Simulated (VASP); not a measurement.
Runs of VASP 6.6.1 on GaAs. The structure is cubic, space group F-43m (No. 216). Conventional cell: a = 5.625 Å, b = 5.625 Å, c = 5.625 Å, α = 90.00°, β = 90.00°, γ = 90.00°. Around Ga (site symmetry -43m) lie 4 As at 2.44 Å. As (site symmetry -43m) has 4 Ga at 2.44 Å as nearest neighbours. The cell was built by a generator and isn't the measured one.

```csv
level,potentials or basis,pressure (GPa),moment (μB)
r2SCAN,"VASP PAW PBE potentials, release 64 (Ga_d, As)",1.8,0.00
LDA,"VASP PAW LDA potentials, release 64 (Ga_d, As)",(a),0.00
PBE,"VASP PAW PBE potentials, release 64 (Ga_d, As)",4.7,0.00
TB-mBJ,"VASP PAW PBE potentials, release 64 (Ga_d, As)",-,0.00
```

Alike in all rows: task single point; spin non-collinear, zero start, SOC; cell as given; k mesh 8 × 8 × 8; cutoff (eV) 520; smearing gaussian 0.02 eV.

Fill in the values left out.

(a) -0.5.

Caveats: the PAW data sets were made with another functional, which shifts forces and pressure a little (some runs).
